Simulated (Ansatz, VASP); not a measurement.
# Ta (Sigma13 (510)[001] symmetric tilt boundary in Ta) in two plane-wave programs

Aim: how closely do two programs agree when they are given the same cell, functional and k mesh? The cell is taken from a series of runs on this material, whose earlier steps may have relaxed, scaled, displaced or heated it; both programs get it as it stands.

Program: Ansatz 0.2.0. Level of theory: plane waves, with VASP 6.6.1 beside it; single point at PBE. Results are calculated unless marked as measured.

## 1. The structure

The cell holds 60 atoms: 60 Ta. Cell: a = 6.640 Å, b = 8.626 Å, c = 20.089 Å, α = 90.0°, β = 90.0°, γ = 101.1°. It derives from Ta. Two grains of Ta, one the mirror image of the other in the boundary plane, two boundaries a cell; of 5 trial joints (lateral shifts, openings, close atoms taken out) the lowest after a short relaxation with the MACE-MP-0b2 potential was kept (shift [0, 0] of the surface cell, opening 0.00 A, one of each pair under 1.73 A removed), then its atoms and the cell's length along the normal were relaxed with that potential. Lattice constants are starting values near those of PBE. The structure's axis is c.

## 2. VASP: single point, PBE

With cell and atoms fixed, the geometry can't cause a difference; cores, projectors, grids and the points listed under the comparison can.

Lines of VASP's logs that name or quote its potential files are left out, and so is its time.

File INCAR:

```
SYSTEM = Ta
PREC = Accurate
ENCUT = 400
EDIFF = 1E-06
NELM = 120
ISMEAR = -1
SIGMA = 0.1
LREAL = Auto
ALGO = Normal
GGA = PE
NBANDS = 382
LASPH = .TRUE.
LORBIT = 11
LWAVE = .FALSE.
LCHARG = .FALSE.
ISIF = 2
GGA_COMPAT = .FALSE.
```

File POSCAR:

```
Ta
1.0
    6.6400000000      0.0000000000      0.0000000000
   -1.6600000000      8.4643700000      0.0000000000
    0.0000000000      0.0000000000     20.0889200000
Ta
60
Direct
    0.0944600000      0.3759100000      0.0000800000
    0.1930300000      0.7702500000      0.0002500000
    0.2855500000      0.1411000000      0.0661600000
    0.3889500000      0.5541500000      0.0840600000
    0.4778600000      0.9100800000      0.1176600000
    0.0786200000      0.3138400000      0.1547700000
    0.1737900000      0.6951300000      0.1847000000
    0.2690800000      0.0756700000      0.2163700000
    0.3653800000      0.4615400000      0.2500000000
    0.4616900000      0.8474100000      0.2836300000
    0.0569800000      0.2279400000      0.3153000000
    0.1521500000      0.6092400000      0.3452300000
    0.2529100000      0.0130000000      0.3823400000
    0.3418100000      0.3689300000      0.4159400000
    0.4452200000      0.7819800000      0.4338400000
    0.0377400000      0.1528300000      0.4997500000
    0.1363100000      0.5471700000      0.4999200000
    0.2861900000      0.1427600000      0.9332800000
    0.3888400000      0.5537600000      0.9160600000
    0.4781800000      0.9109700000      0.8823400000
    0.0788400000      0.3146500000      0.8450900000
    0.1739000000      0.6954200000      0.8153100000
    0.2691600000      0.0758800000      0.7836800000
    0.3653800000      0.4615400000      0.7500000000
    0.4616000000      0.8472000000      0.7163200000
    0.0568700000      0.2276600000      0.6846900000
    0.1519300000      0.6084200000      0.6549100000
    0.2525900000      0.0121100000      0.6176600000
    0.3419300000      0.3693200000      0.5839400000
    0.4445800000      0.7803200000      0.5667200000
    0.5944600000      0.3759100000      0.0000800000
    0.6930300000      0.7702500000      0.0002500000
    0.7855500000      0.1411000000      0.0661600000
    0.8889500000      0.5541500000      0.0840600000
    0.9778600000      0.9100800000      0.1176600000
    0.5786200000      0.3138400000      0.1547700000
    0.6737900000      0.6951300000      0.1847000000
    0.7690800000      0.0756700000      0.2163700000
    0.8653800000      0.4615400000      0.2500000000
    0.9616900000      0.8474100000      0.2836300000
    0.5569800000      0.2279400000      0.3153000000
    0.6521500000      0.6092400000      0.3452300000
    0.7529100000      0.0130000000      0.3823400000
    0.8418100000      0.3689300000      0.4159400000
    0.9452200000      0.7819800000      0.4338400000
    0.5377400000      0.1528300000      0.4997500000
    0.6363100000      0.5471700000      0.4999200000
    0.7861900000      0.1427600000      0.9332800000
    0.8888400000      0.5537600000      0.9160600000
    0.9781800000      0.9109700000      0.8823400000
    0.5788400000      0.3146500000      0.8450900000
    0.6739000000      0.6954200000      0.8153100000
    0.7691600000      0.0758800000      0.7836800000
    0.8653800000      0.4615400000      0.7500000000
    0.9616000000      0.8472000000      0.7163200000
    0.5568700000      0.2276600000      0.6846900000
    0.6519300000      0.6084200000      0.6549100000
    0.7525900000      0.0121100000      0.6176600000
    0.8419300000      0.3693200000      0.5839400000
    0.9445800000      0.7803200000      0.5667200000
```

File KPOINTS:

```
Automatic mesh
0
Gamma
7 5 2
0 0 0
```

The projector-augmented-wave data sets are Ta_pv (PBE family, release 64).

On the command line:

```console
export OMP_NUM_THREADS=3
mpirun -np 1 vasp_std
```

Numbers of over 12 decimals in the logs are rounded to 6 here.

The log of the run:

```text
[banner, memory and clock lines left out]
running    1 mpi-ranks, on    1 nodes
[...]
Offloading initialized ...    1 GPUs detected
[...]
LDA part: xc-table for (Slater+PW92), standard interpolation
 POSCAR, INCAR and KPOINTS ok, starting setup
[...]
entering main loop
       N       E                     dE             d eps       ncg     rms          rms(c)
DAV:   1     0.671444166578E+04    0.67144E+04   -0.31587E+05 27784   0.150E+03
DAV:   2    -0.270885163133E+03   -0.69853E+04   -0.68131E+04 28136   0.497E+02
DAV:   3    -0.705880917181E+03   -0.43500E+03   -0.40553E+03 35038   0.102E+02
DAV:   4    -0.730570509465E+03   -0.24690E+02   -0.22884E+02 33088   0.179E+01
[...]
DAV:  22    -0.700578511399E+03    0.86288E-05   -0.38346E-05 32952   0.193E-02    0.166E-02
DAV:  23    -0.700578503168E+03    0.82313E-05   -0.20069E-05 33952   0.110E-02    0.592E-03
DAV:  24    -0.700578502740E+03    0.42797E-06   -0.72360E-06 27168   0.643E-03
   1 F= -.70057850E+03 E0= -.69935054E+03  d E =-.245593E+01
```

From OUTCAR (step 2):

```text
  Total       -9.7261374    -11.8838409     -9.6279829     -0.0049384     -0.4328003     -0.0362764
  in kB      -13.8016711    -16.8635150    -13.6623870     -0.0070077     -0.6141562     -0.0514772
  external PRESSURE =     -14.7758577 kB  Pullay stress =       0.0000000 kB

 POSITION                                       TOTAL-FORCE (eV/Angst)
 -----------------------------------------------------------------------------------
      0.00320      3.18184      0.00161        -0.005022     -0.037714     -0.000783
      0.00310      6.51968      0.00502        -0.001461     -0.014926     -0.031083
      1.66183      1.19432      1.32908         0.004200      0.007709     -0.003805
      1.66274      4.69053      1.68867        -0.006565     -0.031795     -0.006804
      1.66226      7.70325      2.36366        -0.009967      0.011872      0.029779
      0.00106      2.65646      3.10916         0.004509     -0.001978     -0.005867
      0.00005      5.88384      3.71042         0.008419     -0.012631     -0.010402
      1.66108      0.64050      4.34664        -0.005222      0.010895      0.045044
      1.65997      3.90665      5.02223        -0.000432     -0.000069      0.000100
      1.65892      7.17279      5.69782         0.005482     -0.011595     -0.044136
     -0.00003      1.92937      6.33404        -0.008650      0.014588      0.008448
     -0.00106      5.15683      6.93530        -0.003810      0.002169      0.007355
      1.65774      0.11004      7.68080         0.010991     -0.011460     -0.030501
      1.65719      3.12276      8.35579         0.006081      0.031614      0.005778
[...]
-----------------------------------------------------------------------------------
    total drift:                                0.011000      0.026265     -0.000783

  FREE ENERGIE OF THE ION-ELECTRON SYSTEM (eV)
  ---------------------------------------------------
  free  energy   TOTEN  =      -700.5785027397 eV

  energy  without entropy=     -698.1225702907  energy(sigma->0) =     -699.35053652

[... 1 further part left out ...]
```

The run ends at a pressure of -1.48 GPa, with forces up to 0.077 eV/Å.

## 3. Ansatz: single point, PBE

Ansatz runs on its default PAW (the set named soft_2) files.

The same cell, functional, mesh and smearing now go to Ansatz, which takes its cutoff from its data sets.

File input.yaml:

```yaml
crystal:
  lattice:
    - [6.64, 0.0, 0.0]
    - [-1.66, 8.46437, 0.0]
    - [0.0, 0.0, 20.08892]
  atoms:
    - { symbol: Ta, position: [0.09446, 0.37591, 8.0e-05] }
    - { symbol: Ta, position: [0.19303, 0.77025, 0.00025] }
    - { symbol: Ta, position: [0.28555, 0.1411, 0.06616] }
    - { symbol: Ta, position: [0.38895, 0.55415, 0.08406] }
    - { symbol: Ta, position: [0.47786, 0.91008, 0.11766] }
    - { symbol: Ta, position: [0.07862, 0.31384, 0.15477] }
    - { symbol: Ta, position: [0.17379, 0.69513, 0.1847] }
    - { symbol: Ta, position: [0.26908, 0.07567, 0.21637] }
    - { symbol: Ta, position: [0.36538, 0.46154, 0.25] }
    - { symbol: Ta, position: [0.46169, 0.84741, 0.28363] }
    - { symbol: Ta, position: [0.05698, 0.22794, 0.3153] }
    - { symbol: Ta, position: [0.15215, 0.60924, 0.34523] }
    - { symbol: Ta, position: [0.25291, 0.013, 0.38234] }
    - { symbol: Ta, position: [0.34181, 0.36893, 0.41594] }
    - { symbol: Ta, position: [0.44522, 0.78198, 0.43384] }
    - { symbol: Ta, position: [0.03774, 0.15283, 0.49975] }
    - { symbol: Ta, position: [0.13631, 0.54717, 0.49992] }
    - { symbol: Ta, position: [0.28619, 0.14276, 0.93328] }
    - { symbol: Ta, position: [0.38884, 0.55376, 0.91606] }
    - { symbol: Ta, position: [0.47818, 0.91097, 0.88234] }
    - { symbol: Ta, position: [0.07884, 0.31465, 0.84509] }
    - { symbol: Ta, position: [0.1739, 0.69542, 0.81531] }
    - { symbol: Ta, position: [0.26916, 0.07588, 0.78368] }
    - { symbol: Ta, position: [0.36538, 0.46154, 0.75] }
    - { symbol: Ta, position: [0.4616, 0.8472, 0.71632] }
    - { symbol: Ta, position: [0.05687, 0.22766, 0.68469] }
    - { symbol: Ta, position: [0.15193, 0.60842, 0.65491] }
    - { symbol: Ta, position: [0.25259, 0.01211, 0.61766] }
    - { symbol: Ta, position: [0.34193, 0.36932, 0.58394] }
    - { symbol: Ta, position: [0.44458, 0.78032, 0.56672] }
    - { symbol: Ta, position: [0.59446, 0.37591, 8.0e-05] }
    - { symbol: Ta, position: [0.69303, 0.77025, 0.00025] }
    - { symbol: Ta, position: [0.78555, 0.1411, 0.06616] }
    - { symbol: Ta, position: [0.88895, 0.55415, 0.08406] }
    - { symbol: Ta, position: [0.97786, 0.91008, 0.11766] }
    - { symbol: Ta, position: [0.57862, 0.31384, 0.15477] }
    - { symbol: Ta, position: [0.67379, 0.69513, 0.1847] }
    - { symbol: Ta, position: [0.76908, 0.07567, 0.21637] }
    - { symbol: Ta, position: [0.86538, 0.46154, 0.25] }
    - { symbol: Ta, position: [0.96169, 0.84741, 0.28363] }
    - { symbol: Ta, position: [0.55698, 0.22794, 0.3153] }
    - { symbol: Ta, position: [0.65215, 0.60924, 0.34523] }
    - { symbol: Ta, position: [0.75291, 0.013, 0.38234] }
    - { symbol: Ta, position: [0.84181, 0.36893, 0.41594] }
    - { symbol: Ta, position: [0.94522, 0.78198, 0.43384] }
    - { symbol: Ta, position: [0.53774, 0.15283, 0.49975] }
    - { symbol: Ta, position: [0.63631, 0.54717, 0.49992] }
    - { symbol: Ta, position: [0.78619, 0.14276, 0.93328] }
    - { symbol: Ta, position: [0.88884, 0.55376, 0.91606] }
    - { symbol: Ta, position: [0.97818, 0.91097, 0.88234] }
    - { symbol: Ta, position: [0.57884, 0.31465, 0.84509] }
    - { symbol: Ta, position: [0.6739, 0.69542, 0.81531] }
    - { symbol: Ta, position: [0.76916, 0.07588, 0.78368] }
    - { symbol: Ta, position: [0.86538, 0.46154, 0.75] }
    - { symbol: Ta, position: [0.9616, 0.8472, 0.71632] }
    - { symbol: Ta, position: [0.55687, 0.22766, 0.68469] }
    - { symbol: Ta, position: [0.65193, 0.60842, 0.65491] }
    - { symbol: Ta, position: [0.75259, 0.01211, 0.61766] }
    - { symbol: Ta, position: [0.84193, 0.36932, 0.58394] }
    - { symbol: Ta, position: [0.94458, 0.78032, 0.56672] }
kpoints:
  mp_grid: { grid: [7, 5, 2] }
hamiltonian:
  xc: pbe
scf:
  occupations: { method: fermi_dirac, width: 0.1 }
output:
  forces: true
```

On the command line:

```console
ansatz run input.yaml --threads 6 --pin off --max-ram 102400MiB --backend cuda --events-out ev --progress --plain --runs-dir out
```

The log of the run:

```text
Warning: the atoms were moved onto the symmetric positions of the space group found under crystal.symmetry.tolerance 1.0e-5 (fractional; no operation is sought that the atoms, as they stand in a round, miss by more than twice it, and no atom is moved by as much as it), and the run uses the moved positions. Before a round's move an operation carried an atom to 7.84e-5 Å from where it should land, the largest such dist [...]
Engine: ansatz 0.2.0, x86_64-unknown-linux-gnu
Pseudopotentials: kind: paw
Pseudopotential: Ta, paw, valence charge 13, recommended cutoff 420 eV (normal), Ta.paw.azcp
Functional definition: PBE
  parameter kappa = 0.804
  parameter beta = 0.066725
  exchange = pbe_x(kappa = kappa, mu = beta*pi^2/3)
  correlation = pbe_c(beta = beta)
device memory: the entry about to start is reckoned to put 31.5 GiB on a device that reports 78.5 GiB free
GPU FFT provider: cuFFT
GPU libraries: cuBLAS 13.8.2, cuFFT 12.4.0, cuSOLVER 12.3.4
Crystal: 60 atoms, lattice volume = 1129.066 Å³
Basis set: ecut = 420 eV, 22093 PW (Γ), exchange–correlation on 90×120×270 points (8 copies of the dense FFT grid, shifted against one another)
Bands: 468, of which v1, the nominal top of the filled ones, is band 390 counted from 1 (389 counted from 0)
Symmetry: 4 space group operations
Space group: P-1 (ITA 2), of the structure as read, at distance tolerance 1.0e-4 Å
k-points: 36 of 70
Non-local potential: Ta, projectors of the file, l = 0: 3, l = 1: 2, l = 2: 2, l = 3: 1
PAW form: soft (Blöchl's): semilocal exchange-correlation on the pseudo side does not see the compensation charge
PAW one-centre angular grid: Ta, 590 points (default); XC on 64 Gauss nodes
Initial density: superposition of atomic densities (neutral atoms: chi_scale 0, normalization atom), corrected by the library's trained network
Initial wavefunctions: pseudopotential atomic-orbital guess
GPU buffer pool allocated for 364500 grid points (all kernels)
GPU transforms: local potential and band sums: pruned to the plane-wave sphere, on 45×60×135
Functional: x = pbe(κ = 0.804, μ = 0.219515), c = pbe(β = 0.066725)
SCF iter   1: F=—  HF=-595926.919625 eV  |F-HF|=—  |Δ(HF+E_count)|=         —  Δρ=5.23e-3  dr2=1.25e0  ethr=1.77e-3  ⟨swp⟩=6.9  Hψ=71161  notcnv=0  defer=22
preconditioner: auto → Kerker (q_TF=auto, 2.565 Å⁻¹)  [metal: Δε(μ)=0.001 eV  Ē_g=3.882 eV  σ=0.100 eV  W_gap=0.00  n_scr=322 (ndim 8)  ℏωp=19.1 eV  f_vac=0.000  D(μ)=74.26/eV (n_scr^D=806)]
SCF iter   2: F=—  HF=-595926.853450 eV  |F-HF|=—  |Δ(HF+E_count)|=   6.62e-2  Δρ=2.74e-3  dr2=3.38e-1  ethr=1.60e-4  ⟨swp⟩=1.0  Hψ=19408  notcnv=0  defer=57
SCF iter   3: F=—  HF=-595926.834355 eV  |F-HF|=—  |Δ(HF+E_count)|=   1.91e-2  Δρ=5.08e-4  dr2=4.70e-3  ethr=4.34e-5  ⟨swp⟩=1.5  Hψ=16927  notcnv=0  defer=57
SCF iter   4: F=—  HF=-595926.833672 eV  |F-HF|=—  |Δ(HF+E_count)|=   6.83e-4  Δρ=2.11e-4  dr2=6.39e-4  ethr=6.03e-7  ⟨swp⟩=2.0  Hψ=21460  notcnv=0  defer=57
SCF iter   5: F=—  HF=-595926.829859 eV  |F-HF|=—  |Δ(HF+E_count)|=   3.81e-3  Δρ=3.83e-5  dr2=4.61e-5  ethr=8.20e-8  ⟨swp⟩=2.0  Hψ=22271  notcnv=0  defer=57
SCF iter   6: F=—  HF=-595926.834419 eV  |F-HF|=—  |Δ(HF+E_count)|=   4.56e-3  Δρ=1.01e-5  dr2=3.44e-6  ethr=5.91e-9  ⟨swp⟩=2.0  Hψ=21057  notcnv=0  defer=61
SCF iter   7: F=—  HF=-595926.834418 eV  |F-HF|=—  |Δ(HF+E_count)|=   3.01e-7  Δρ=2.44e-6  dr2=1.01e-7  ethr=4.41e-10  ⟨swp⟩=2.0  Hψ=21551  notcnv=0  defer=62
SCF iter   8: F=-595926.834418 eV  HF=-595926.834418 eV  |F-HF|=5.12e-9  |Δ(HF+E_count)|=   1.44e-8  Δρ=5.84e-7  dr2=7.66e-9  ethr=1.28e-11  ⟨swp⟩=4.0  Hψ=47115  notcnv=0
SCF 1 converged in 8 iterations: F = -595926.834418 eV  dr2 = 7.66e-9
  greatest PAW one-centre occupation: 1.000 electrons in one spin orbital (limit 2), on the Ta atom at site 59 (counted from 0), in its partial waves of l = 0
SCF converged after 8 iterations
Free energy (F): -595926.834418 eV
Harris-Foulkes:  -595926.834418 eV  (|F-HF|=5.12e-9)
Internal energy: -595924.379659 eV  (E = F + TS)
E sigma→0 (E₀):  -595925.607039 eV
Entropy (-TS):   -2.454760 eV (-40.913 meV/atom)
Fermi energy:    17.833365 eV
--- Per-component energies (eV) ---
  E_band       = -6932.083401
  E_kinetic    = 21911.429144
  E_local      = -35555.706185  (includes V_loc(G=0)·N_el)
  E_nonlocal   = 884.857789
  E_hartree    = 12406.420004
  E_xc         = -13086.490975
  E_vxc        = -12214.935528  (∫ρ·V_xc dr)
  E_paw        = -503792.453858  (= ΣΔE_a)
  E_vpaw       = -6770.577570  (= ΣTr[D̂ρ^β])
  E_aug_tail   = 0.008897  (compensation charges beyond the density's cutoff)
  E_ewald      = -78692.444475
  E_smearing   = -2.454760  (= −TS)
  E_closure    = -0.000000  (closes the sum)
  Σ components = -595926.834418   (vs F -595926.834418, Δ=0.00e0)
--- Forces (eV/Å), atoms counted from 1 ---
  atom   1  Ta    -0.00364794    -0.03888233    -0.00053654
  atom   2  Ta    -0.00164076    -0.01108378    -0.03152988
  atom   3  Ta     0.00463044     0.00737382    -0.01450157
  atom   4  Ta    -0.00646728    -0.03586911    -0.00336179
  atom   5  Ta    -0.00889769     0.01375850     0.03268658
  atom   6  Ta     0.00321997    -0.00326135    -0.00584894
  atom   7  Ta     0.00915183    -0.01324682    -0.01079284
  atom   8  Ta    -0.00664481     0.01136820     0.04522608
  atom   9  Ta     0.00000000     0.00000000     0.00000000
  atom  10  Ta     0.00664481    -0.01136820    -0.04522608
  atom  11  Ta    -0.00915183     0.01324682     0.01079284
  atom  12  Ta    -0.00321997     0.00326135     0.00584894
  atom  13  Ta     0.00889769    -0.01375850    -0.03268658
  atom  14  Ta     0.00646728     0.03586911     0.00336179
  atom  15  Ta    -0.00463044    -0.00737382     0.01450157
  atom  16  Ta     0.00164076     0.01108378     0.03152988
  atom  17  Ta     0.00364794     0.03888233     0.00053654
  atom  18  Ta    -0.00141180     0.00775186     0.05281182
  atom  19  Ta    -0.00355584     0.02548764    -0.00130728
  atom  20  Ta    -0.00691211    -0.02955833    -0.00531235
  atom  21  Ta     0.00584153    -0.01358238    -0.00298223
  atom  22  Ta     0.00663616    -0.00449160     0.03980388
  atom  23  Ta    -0.00757206    -0.00185237    -0.07713668
  atom  24  Ta     0.00000000     0.00000000     0.00000000
[...]
atom  53  Ta    -0.00757206    -0.00185237    -0.07713668
  atom  54  Ta     0.00000000     0.00000000     0.00000000
  atom  55  Ta     0.00757206     0.00185237     0.07713668
  atom  56  Ta    -0.00663616     0.00449160    -0.03980388
  atom  57  Ta    -0.00584153     0.01358238     0.00298223
  atom  58  Ta     0.00691211     0.02955833     0.00531235
  atom  59  Ta     0.00355584    -0.02548764     0.00130728
  atom  60  Ta     0.00141180    -0.00775186    -0.05281182
  max |Σ_I F_I| component: 1.39e-17 eV/Å
```

The column dr2 measures how far the density is from self-consistency, as an energy; F and HF (Harris–Foulkes) agree once it is small.

## 4. Differences

Known differences besides the potentials themselves: the data sets hold 780 valence electrons in Ansatz (on its default PAW (the set named soft_2) files) and 660 in VASP; the cutoff is 420 eV in Ansatz and 400 eV in VASP (PREC = Accurate, projectors in real space). Total energies have different zeros and are not compared.

Forces on 9 of the 60 atoms, those with the largest forces and the largest differences (eV/Å; atoms numbered as in POSCAR):

```
atom          Ansatz x, y, z            VASP x, y, z
Ta15   -0.005, -0.007, 0.015   -0.004, -0.007, 0.003
Ta18    -0.001, 0.008, 0.053    -0.001, 0.008, 0.043
Ta23  -0.008, -0.002, -0.077  -0.007, -0.003, -0.077
Ta25     0.008, 0.002, 0.077     0.007, 0.002, 0.076
Ta45   -0.005, -0.007, 0.015   -0.004, -0.007, 0.003
Ta48    -0.001, 0.008, 0.053    -0.001, 0.008, 0.043
Ta53  -0.008, -0.002, -0.077  -0.007, -0.003, -0.077
Ta55     0.008, 0.002, 0.077     0.007, 0.002, 0.076
Ta60   0.001, -0.008, -0.053   0.000, -0.007, -0.042
```

The forces differ by 2.8 meV/Å r.m.s., which is 13.6 % of the r.m.s. force of 0.021 eV/Å (both taken over all components).

## 5. Outcome

| Property | Result |
| --- | --- |
| r.m.s. force difference (single point, PBE) | 2.8 meV/Å |

In words: The r.m.s. force difference is 2.8 meV/Å (single point, PBE), within the 12 meV/Å picked in this series as the mark of a large difference. The data sets hold unlike numbers of valence electrons (780 in Ansatz and 660 in VASP), so part of the differences comes from the potentials. How closely two codes agree says nothing of how well the functional describes the real material.

[Lines on the potential files, build, host, timing and source positions are cut from VASP's logs without a mark.]

[Logs are printed without paths, hosts, clocks, repeated set-up lines and the standing remarks that a program may print on its own settings, such as how far it seeks lower states.]

[Hosts, paths, dates, database ids (printed as entryN), source tags and the programs' standing remarks are cut or masked in the printed files.]
